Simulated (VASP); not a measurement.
Method: LDA (Ceperley-Alder, Perdew-Zunger), VASP's LDA PAW potentials (set 64) (plane waves; VASP).

Input for VASP

KPOINTS:
```
Automatic mesh
0
Gamma
8 8 8
0 0 0
```

**INCAR**
```
EDIFFG = -0.01   ! ionic stop
LREAL = .False.   ! projection in real space or not
ISIF = 3   ! ions, shape and volume
NSW = 60   ! most ionic steps
IBRION = 2
NELM = 100   ! most electronic steps
ISMEAR = 0   ! Gaussian
LMAXMIX = 4
ENCUT = 520   ! plane-wave cut-off (eV)
EDIFF = 1E-6
SIGMA = 0.05
LCHARG = .False.
LASPH = .True.   ! aspherical one-centre terms
LWAVE = .False.
SYSTEM = GaP
PREC = Accurate
ALGO = Normal   ! blocked Davidson
```

POSCAR:
```
GaP
1
    0.0000000000     2.6968005789     2.6968005789
    2.6968005789     0.0000000000     2.6968005789
    2.6968005789     2.6968005789    -0.0000000000
Ga P
1 1
Direct
  0.0000000000   0.0000000000   0.0000000000
  0.2500000000   0.2500000000   0.2500000000
```

POTCAR, in this order: Ga_d P (LDA.64 set). Program: vasp_std.

Question: Predict the energy per atom (σ→0), band gap (on the k-mesh).

Answer: 
```yaml
energy per atom (σ→0): -5.225 eV/atom
band gap (on the k-mesh): 1.43 eV
```

OSZICAR:
```
...
DAV:   6    -0.105063847332E+02    0.27817E+00   -0.45891E-01  1162   0.131E+01    0.289E+00
DAV:   7    -0.104555242501E+02    0.50860E-01   -0.11035E-01   950   0.257E+00    0.107E+00
DAV:   8    -0.104508199227E+02    0.47043E-02   -0.13002E-02   857   0.155E+00    0.195E-01
DAV:   9    -0.104507893272E+02    0.30595E-04   -0.10594E-03  1129   0.501E-01    0.605E-02
DAV:  10    -0.104507877811E+02    0.15461E-05   -0.52114E-05  1132   0.943E-02    0.224E-02
DAV:  11    -0.104507939190E+02   -0.61379E-05   -0.80585E-06   910   0.494E-02    0.534E-03
DAV:  12    -0.104507937117E+02    0.20734E-06   -0.62558E-07   527   0.129E-02
   1 F= -.10450794E+02 E0= -.10450794E+02  d E =-.104508E+02
```

The compound is GaP in the zinc blende structure. It was relaxed first. The start is the result of an earlier pass.
